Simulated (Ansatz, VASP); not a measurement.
# LiH: VASP beside Ansatz

Aim: how closely do two programs agree when they are given the same cell, functional and k mesh? The cell is taken from a series of runs on this material, whose earlier steps may have relaxed, scaled, displaced or heated it; both programs get it as it stands.

Program: Ansatz 0.2.0. Level of theory: plane waves, with VASP 6.6.1 beside it; relaxation of cell and atoms at LDA. Results are calculated unless marked as measured.

### 1. The starting structure

The structure is cubic, space group Fm-3m (No. 225). The conventional cell has a = 3.909 Å, b = 3.909 Å, c = 3.909 Å, α = 90.00°, β = 90.00°, γ = 90.00°. Nearest to Li lie 6 H at 1.95 Å. H has 6 Li at 1.95 Å nearest. Farther neighbours are not listed.

### 2. VASP: relaxation of cell and atoms, LDA

The relaxed volume is the usual yardstick between codes: in a stiff, nearly cubic crystal its relative difference is about their pressure difference at one cell divided by the bulk modulus.

Lines of VASP's logs that name or quote its potential files are left out, and so is its time.

The input, INCAR:

```
SYSTEM = LiH
PREC = Accurate
ENCUT = 750
EDIFF = 1E-07
NELM = 120
ISMEAR = 0
SIGMA = 0.01
LREAL = .FALSE.
ALGO = Normal
GGA = CA
NBANDS = 8
LORBIT = 11
LWAVE = .FALSE.
LCHARG = .FALSE.
ISIF = 3
IBRION = 2
NSW = 80
EDIFFG = -0.005
LASPH = .TRUE.
GGA_COMPAT = .FALSE.
NELMIN = 4
EFERMI = MIDGAP
```

The input, POSCAR:

```
LiH
1.0
    0.0000000000      1.9544640000      1.9544640000
    1.9544640000      0.0000000000      1.9544640000
    1.9544640000      1.9544640000      0.0000000000
Li H
1 1
Direct
    0.0000000000      0.0000000000      0.0000000000
    0.5000000000      0.5000000000      0.5000000000
```

The input, KPOINTS:

```
Automatic mesh
0
Gamma
12 12 12
0 0 0
```

Potentials, in the order of the species: Li_sv and H (LDA family, release 64).

Started as:

```console
$ mpirun -np 1 vasp_std
```

Numbers of over 12 decimals in the logs are rounded to 6 here.

The log of the run:

```text
[banner, memory and clock lines left out]
running    1 mpi-ranks, on    1 nodes
 distrk:  each k-point on    1 cores,    1 groups
 distr:  one band on    1 cores,    1 groups

 POSCAR found type information on POSCAR LiH
 POSCAR found :  2 types and       2 ions
 LDA part: xc-table for (Slater(with rela. corr.)+CA(PZ))
 , standard interpolation
 POSCAR, INCAR and KPOINTS ok, starting setup
 FFT: planning ... GRIDC
 FFT: planning ... GRID_SOFT
 FFT: planning ... GRID
 WAVECAR not read
 entering main loop
       N       E                     dE             d eps       ncg     rms          rms(c)
DAV:   1    -0.127246852171E+01   -0.12725E+01   -0.19174E+03  1160   0.595E+02
DAV:   2    -0.669460438637E+01   -0.54221E+01   -0.50205E+01  1592   0.541E+01
DAV:   3    -0.675504821654E+01   -0.60444E-01   -0.60444E-01  1432   0.618E+00
DAV:   4    -0.675522987907E+01   -0.18166E-03   -0.18166E-03  1720   0.306E-01
DAV:   5    -0.675523030554E+01   -0.42646E-06   -0.42646E-06  1536   0.961E-03    0.286E+00
DAV:   6    -0.656160936750E+01    0.19362E+00   -0.17325E-01  1360   0.136E+00    0.141E+00
DAV:   7    -0.649562569897E+01    0.65984E-01   -0.21052E-01  1584   0.163E+00    0.207E-01
DAV:   8    -0.649633987014E+01   -0.71417E-03   -0.29596E-03  1232   0.411E-01    0.463E-02
DAV:   9    -0.649627368406E+01    0.66186E-04   -0.23243E-04  1704   0.683E-02    0.383E-03
DAV:  10    -0.649627340655E+01    0.27752E-06   -0.43638E-06  1384   0.175E-02    0.271E-03
DAV:  11    -0.649627345036E+01   -0.43819E-07   -0.79056E-08  1624   0.162E-03
   1 F= -.64962735E+01 E0= -.64962735E+01  d E =-.649627E+01
 curvature:   0.00 expect dE= 0.000E+00 dE for cont linesearch  0.000E+00
 trial: gam= 0.00000 g(F)=  0.362E-64 g(S)=  0.210E-04 ort = 0.000E+00 (trialstep = 0.100E+01)
 search vector abs. value=  0.210E-04
 bond charge predicted
       N       E                     dE             d eps       ncg     rms          rms(c)
DAV:   1    -0.649629560926E+01   -0.22203E-04   -0.14712E-04  1392   0.903E-02    0.234E-02
DAV:   2    -0.649629260538E+01    0.30039E-05   -0.28262E-06  1432   0.172E-02    0.136E-02
DAV:   3    -0.649629110164E+01    0.15037E-05   -0.27426E-06  1760   0.835E-03    0.803E-04
DAV:   4    -0.649629109660E+01    0.50400E-08   -0.34750E-08   848   0.211E-03
   2 F= -.64962911E+01 E0= -.64962911E+01  d E =-.176462E-04
 trial-energy change:   -0.000018  1 .order   -0.000018   -0.000021   -0.000015
 step:   3.4441(harm=  3.4441)  dis= 0.00000  next Energy=    -6.496310 (dE=-0.362E-04)
 bond charge predicted
       N       E                     dE             d eps       ncg     rms          rms(c)
DAV:   1    -0.649633693583E+01   -0.45834E-04   -0.88022E-04  1368   0.222E-01    0.575E-02
DAV:   2    -0.649631879491E+01    0.18141E-04   -0.17850E-05  1392   0.432E-02    0.333E-02
DAV:   3    -0.649630964121E+01    0.91537E-05   -0.16792E-05  1776   0.207E-02    0.205E-03
DAV:   4    -0.649630961194E+01    0.29270E-07   -0.22494E-07  1184   0.525E-03
   3 F= -.64963096E+01 E0= -.64963096E+01  d E =-.361616E-04
 curvature:  -1.72 expect dE=-0.809E-07 dE for cont linesearch -0.809E-07
 trial: gam=-0.04503 g(F)=  0.145E-62 g(S)=  0.470E-07 ort = 0.994E-06 (trialstep = 0.149E+01)
 search vector abs. value=  0.205E-09
 reached required accuracy - stopping structural energy minimisation
```

OUTCAR, selected parts (step 2):

```text
ion  position               nearest neighbor table
   1  0.000  0.000  0.000-
   2  0.500  0.500  0.500-

  LATTYP: Found a face centered cubic cell.
 ALAT       =     3.9089280000

 Subroutine GETGRP returns: Found 48 space group operations
 (whereof 48 operations were pure point group operations)

The static configuration has the point symmetry O_h .

 Found     72 irreducible k-points:

   k-points           NKPTS =     72   k-points in BZ     NKDIM =     72   number of bands    NBANDS=      8

   dimension x,y,z NGX =    28 NGY =   28 NGZ =   28
   dimension x,y,z NGXF=    56 NGYF=   56 NGZF=   56

   ENCUT  =  750.0 eV  55.12 Ry    7.42 a.u.   6.17  6.17  6.17*2*pi/ulx,y,z

   NELECT =       4.0000    total number of electrons

 k-points in reciprocal lattice and weights: Automatic mesh
   0.00000000  0.00000000  0.00000000       0.001
   0.08333333  0.00000000  0.00000000       0.005
   0.16666667  0.00000000  0.00000000       0.005
   0.25000000  0.00000000  0.00000000       0.005
   0.33333333  0.00000000  0.00000000       0.005
   0.41666667  0.00000000  0.00000000       0.005
   0.50000000  0.00000000  0.00000000       0.002
   0.08333333  0.08333333  0.00000000       0.003
   0.16666667  0.08333333  0.00000000       0.014
[...]
-0.33333333  0.50000000  0.16666667       0.007
  -0.25000000  0.50000000  0.25000000       0.003

 average (electrostatic) potential at core
       1 -65.5539       2 -33.3180

 E-fermi :   1.8705

 k-point     1 :       0.0000    0.0000    0.0000
  band No.  band energies     occupation
      1     -42.8031      2.00000
      2      -5.2631      2.00000
      3      17.7798      0.00000
      4      18.8207      0.00000
      5      18.8207      0.00000
      6      18.8207      0.00000
      7      23.8129      0.00000
    ...

 k-point     2 :       0.0833    0.0000    0.0000
  band No.  band energies     occupation
      1     -42.7984      2.00000
      2      -5.1383      2.00000
      3      16.3632      0.00000
      4      18.3224      0.00000
      5      18.5189      0.00000
      6      18.5189      0.00000
      7      23.2282      0.00000
    ...

 k-point     3 :       0.1667    0.0000    0.0000
  band No.  band energies     occupation
      1     -42.7855      2.00000
      2      -4.7712      2.00000
      3      13.4456      0.00000
      4      17.3444      0.00000
      5      17.9513      0.00000
      6      17.9513      0.00000
      7      23.7391      0.00000
    ...

  Total       -0.0008058     -0.0008058     -0.0008058     -0.0000000      0.0000000      0.0000000
  in kB       -0.0868300     -0.0868300     -0.0868300     -0.0000000      0.0000000      0.0000000
  external PRESSURE =      -0.0868300 kB  Pullay stress =       0.0000000 kB

  energy-cutoff  :      750.00
  volume of cell :       14.87
      direct lattice vectors                 reciprocal lattice vectors
    -0.000000000  1.951695465  1.951695465    -0.256187509  0.256187509  0.256187509
     1.951695465 -0.000000000  1.951695465     0.256187509 -0.256187509  0.256187509
     1.951695465  1.951695465 -0.000000000     0.256187509  0.256187509 -0.256187509

 POSITION                                       TOTAL-FORCE (eV/Angst)
 -----------------------------------------------------------------------------------
      0.00000      0.00000      0.00000        -0.000000      0.000000     -0.000000
      1.95170      1.95170      1.95170         0.000000     -0.000000      0.000000
 -----------------------------------------------------------------------------------
    total drift:                                0.000000      0.000000      0.000000

  FREE ENERGIE OF THE ION-ELECTRON SYSTEM (eV)
  ---------------------------------------------------
  free  energy   TOTEN  =        -6.4963096119 eV

  energy  without entropy=       -6.4963096119  energy(sigma->0) =       -6.49630961

 reached required accuracy - stopping structural energy minimisation

 total charge
# of ion       s       p       d       tot
------------------------------------------
    1        2.025   0.089   0.000   2.114
    2        0.533   0.002   0.000   0.535
--------------------------------------------------
tot          2.558   0.091   0.000   2.649

[... 3 further parts left out ...]
```

CONTCAR:

```
LiH
   1.00000000000000
    -0.0000000000000000    1.9516954646174152    1.9516954646174152
     1.9516954646174152   -0.0000000000000000    1.9516954646174152
     1.9516954646174152    1.9516954646174152   -0.0000000000000000
  Li              H
     1     1
Direct
     0.0000000000000000    0.0000000000000000    0.0000000000000000
     0.5000000000000000    0.5000000000000000    0.5000000000000000
```

### 3. Ansatz: relaxation of cell and atoms, LDA

Ansatz runs on its default PAW (the set named soft_2) files.

The same cell, functional (in two slightly different forms) and mesh now go to Ansatz.

The input, input.yaml:

```yaml
crystal:
  lattice:
    - [0.0, 1.9544637569, 1.9544637569]
    - [1.9544637569, 0.0, 1.9544637569]
    - [1.9544637569, 1.9544637569, 0.0]
  atoms:
    - { symbol: Li, position: [0.0, 0.0, 0.0] }
    - { symbol: H, position: [0.5, 0.5, 0.5] }
kpoints:
  mp_grid: { grid: [12, 12, 12] }
hamiltonian:
  xc: lda
scf:
  occupations: { method: fixed }
output:
  forces: true
  stress: true
  eigenvalues: true
basis:
  ecutwfc: 320.0
relax:
  adjacent_minimum: "off"
  f_tol: 0.001
  max_steps: 60
  cell: { stress_tol: 0.01 }
```

Started as:

```console
$ ansatz run input.yaml --threads 4 --pin off --max-ram 16384MiB --backend cpu --events-out ev --progress --plain --runs-dir out
```

The log of the run:

```text
Warning: basis.ecutwfc = 320 eV is below the records' recommended 420 eV, and the density's cutoff is lower with it unless basis.ecutrho_ratio is high enough to keep the records' density cutoff: compare with a run at a higher cutoff
Engine: ansatz 0.2.0, x86_64-unknown-linux-gnu
Pseudopotentials: kind: paw
Pseudopotential: Li, paw, valence charge 3, recommended cutoff 420 eV (normal), Li.paw.azcp
Pseudopotential: H, paw, valence charge 1, recommended cutoff 420 eV (normal), H.paw.azcp
Functional definition: SPW92
  exchange = slater_x
  correlation = pw_c
Crystal: 2 atoms, lattice volume = 14.932 Å³
Basis set: ecut = 320 eV, 181 PW (Γ)
Bands: 6, of which v1, the nominal top of the filled ones, is band 2 counted from 1 (1 counted from 0)
Symmetry: 48 space group operations
Space group: Fm-3m (ITA 225), of the structure as read, at distance tolerance 2.5e-5 Å
k-points: 72 of 1728
Non-local potential: Li, projectors of the file, l = 0: 3, l = 1: 2, l = 2: 1
Non-local potential: H, projectors of the file, l = 0: 2, l = 1: 1
PAW form: soft (Blöchl's): semilocal exchange-correlation on the pseudo side does not see the compensation charge
PAW one-centre angular grid: Li, 110 points (default); XC on 64 Gauss nodes
PAW one-centre angular grid: H, 110 points (default); XC on 64 Gauss nodes
Initial density: superposition of atomic densities (neutral atoms: chi_scale 0, normalization atom), corrected by the library's trained network
Initial wavefunctions: pseudopotential atomic-orbital guess
Functional: x = slater, c = lda
SCF iter   1: F=—  HF=-218.212786 eV  |F-HF|=—  |Δ(HF+E_count)|=         —  Δρ=1.35e-2  dr2=1.56e-2  ethr=1.77e-3  ⟨swp⟩=3.2  Hψ=2843  notcnv=0  defer=126
preconditioner: auto → none  [insulator: Δε(μ)=2.399 eV  Ē_g=14.494 eV  n_scr=0 (ndim 8)  ℏωp=13.6 eV  f_vac=0.000  ε∞_Penn≈1.9]
SCF iter   2: F=—  HF=-218.203829 eV  |F-HF|=—  |Δ(HF+E_count)|=   8.96e-3  Δρ=4.96e-3  dr2=1.91e-3  ethr=3.91e-4  ⟨swp⟩=1.4  Hψ=1039  notcnv=0  defer=87
SCF iter   3: F=—  HF=-218.202421 eV  |F-HF|=—  |Δ(HF+E_count)|=   1.41e-3  Δρ=2.30e-4  dr2=4.25e-6  ethr=4.78e-5  ⟨swp⟩=2.6  Hψ=699  notcnv=0  defer=98
SCF iter   4: F=—  HF=-218.202420 eV  |F-HF|=—  |Δ(HF+E_count)|=   5.59e-7  Δρ=4.22e-5  dr2=1.05e-7  ethr=1.06e-7  ⟨swp⟩=1.9  Hψ=500  notcnv=0
iter 5 did not close the SCF: its close was put off for the readings that it lacked (scf_convergence_deferred on its scf_iter line)
SCF iter   5: F=-218.202420 eV  HF=-218.202420 eV  |F-HF|=3.65e-10  |Δ(HF+E_count)|=   1.00e-9  Δρ=4.36e-6  dr2=2.10e-9  ethr=2.62e-9  ⟨swp⟩=1.6  Hψ=474  notcnv=0
SCF iter   6: F=-218.202420 eV  HF=-218.202420 eV  |F-HF|=1.71e-13  |Δ(HF+E_count)|=  1.20e-10  Δρ=2.38e-7  dr2=6.54e-12  ethr=5.24e-11  ⟨swp⟩=2.5  Hψ=2016  notcnv=0
SCF 1 converged in 6 iterations: F = -218.202420 eV  dr2 = 6.54e-12
  greatest PAW one-centre occupation: 1.000 electrons in one spin orbital (limit 2), on the Li atom at site 0 (counted from 0), in its partial waves of l = 0
relax step   1: F+E_penalty+E_count = -218.20242029 eV  Δ(F+E_penalty+E_count) = +0.000e0 eV  max|allowed force component| = 1.454e-30 eV/Å  Δτ_max = 0.0000 Å  P = +0.052 GPa  Ω = 14.932 Å³  (6 SCF iters, dr2 threshold 1.00e-7 eV, accepted)
[...]
relax step   2: F+E_penalty+E_count = -218.20237035 eV  Δ(F+E_penalty+E_count) = +4.994e-5 eV  max|allowed force component| = 3.503e-31 eV/Å  Δτ_max = 0.0000 Å  P = +0.017 GPa  Ω = 14.944 Å³  energy of the carried Pulay correction = -5.253e-5 eV  (3 SCF iters, dr2 threshold 6.71e-9 eV, accepted)
[...]
relax step   3: F+E_penalty+E_count = -218.20234563 eV  Δ(F+E_penalty+E_count) = +2.472e-5 eV  max|allowed force component| = 1.520e-31 eV/Å  Δτ_max = 0.0000 Å  P = +0.000 GPa  Ω = 14.950 Å³  energy of the carried Pulay correction = -7.756e-5 eV  (3 SCF iters, dr2 threshold 6.98e-10 eV, accepted)
[...]
relax step   4: F+E_penalty+E_count = -218.20244930 eV  Δ(F+E_penalty+E_count) = -1.037e-4 eV  max|allowed force component| = 2.126e-31 eV/Å  Δτ_max = 0.0000 Å  P = +0.002 GPa  Ω = 14.950 Å³  stress off target by 2.38e-3 GPa  SCF on the basis re-selected at this cell (its energy is not comparable with the rows above)  (4 SCF iters)
basis re-selected at this cell: Δ(F+E_penalty+E_count) = -1.037e-4 eV, ΔP = +0.002 GPa vs the last step (what re-selecting the basis moved, of the pressure what is left beyond the Pulay correction that the steps carried, after the strain that the cell walked since its last selection, with what the two solves' SCF thresholds leave and, on support functions, any second-order correction that the steps lacked; it is no m [...]
SCF converged after 4 iterations
Free energy (F): -218.202449 eV
Harris-Foulkes:  -218.202449 eV  (|F-HF|=8.53e-14)
Internal energy: -218.202449 eV  (E = F + TS)
E sigma→0 (E₀):  -218.202449 eV
Fermi energy:    1.141030 eV
--- Per-component energies (eV) ---
  E_band       = -87.341119
  E_kinetic    = 36.056292
  E_local      = -120.813306  (includes V_loc(G=0)·N_el)
  E_nonlocal   = -31.613805
  E_hartree    = 33.594643
  E_xc         = -19.983692
  E_vxc        = -26.069876  (∫ρ·V_xc dr)
  E_paw        = -18.988947  (= ΣΔE_a)
  E_vpaw       = -12.088705  (= ΣTr[D̂ρ^β])
  E_aug_tail   = -0.001006  (compensation charges beyond the density's cutoff)
  E_ewald      = -96.452629
  E_smearing   = -0.000000  (= −TS)
  E_closure    = -0.000000  (closes the sum)
  Σ components = -218.202449   (vs F -218.202449, Δ=0.00e0)
--- Forces (eV/Å), atoms counted from 1 ---
  atom   1  Li    -0.00000000    -0.00000000     0.00000000
  atom   2  H      0.00000000    -0.00000000     0.00000000
  max |Σ_I F_I| component: 3.80e-31 eV/Å
--- Stress (GPa, compression-positive) ---
        0.002377       0.000000       0.000000
        0.000000       0.002377       0.000000
        0.000000       0.000000       0.002377
  P = ⅓ Tr σ = 0.0024 GPa (0.024 kbar)
--- Band table (eV; the first three rows and the last of 72) ---
  k-point 0: bands = ["-42.2498", "-4.7008", "18.2788", "19.2913", "19.2913", "19.2913"]
  k-point 1: bands = ["-42.2451", "-4.5768", "16.8582", "18.8059", "18.9916", "18.9916"]
  k-point 2: bands = ["-42.2325", "-4.2118", "13.9446", "17.8338", "18.4272", "18.4272"]
  k-point 71: bands = ["-42.1593", "0.8377", "6.0784", "6.0784", "13.2494", "19.1899"]
--- Relaxed structure (3 steps of the walk, 3 accepted, 1 SCFs on fresh bases) ---
  F+E_penalty+E_count = -218.20244930 eV   max|allowed force component| = 2.126e-31 eV/Å   (the final SCF, on the basis selected at the relaxed cell)
  cell:  # Å, volume = 14.9498 Å³
    - [0, 1.955246, 1.955246]
    - [1.955246, 0, 1.955246]
    - [1.955246, 1.955246, 0]
  atoms:
    - { symbol: Li, position: [0, 0, 0] }
    - { symbol: H, position: [0.5, 0.5, 0.5] }
```

### 4. Differences

Known differences besides the potentials themselves: the two LDA forms differ slightly; fixed occupations in Ansatz, narrow Gaussian smearing in VASP; the cutoff is 320 eV in Ansatz and 750 eV in VASP; VASP's log shows a relativistic correction to its local exchange, Ansatz's none; Ansatz adds a Pulay correction to the stress that steers its cell, VASP none; Ansatz's log warns that its cutoff lies below the recommended one. Total energies have different zeros and are not compared.

Compared:

```
                                         quantity  Ansatz   VASP  difference
                                      volume (Å³)   14.95  14.87     +0.55 %
edge a after relaxation, in the typed setting (Å)   2.765  2.760     +0.18 %
```

### 5. Results

```
difference in volume (relaxation of cell and atoms, LDA) : 0.55 %
```

What this shows: The difference in volume is 0.55 % (relaxation of cell and atoms, LDA), within the 1.2 % picked in this series as the mark of a large difference, as far as the stopping tolerances let one tell. Such differences can come from data sets, numerical settings and the points named under the comparisons, not from the functional's error against experiment.

[Lines on the potential files, build, host, timing and source positions are cut from VASP's logs without a mark.]

[Logs are printed without paths, hosts, clocks, repeated set-up lines and the standing remarks that a program may print on its own settings, such as how far it seeks lower states.]

[Hosts, paths, dates, database ids (printed as entryN), source tags and the programs' standing remarks are cut or masked in the printed files.]
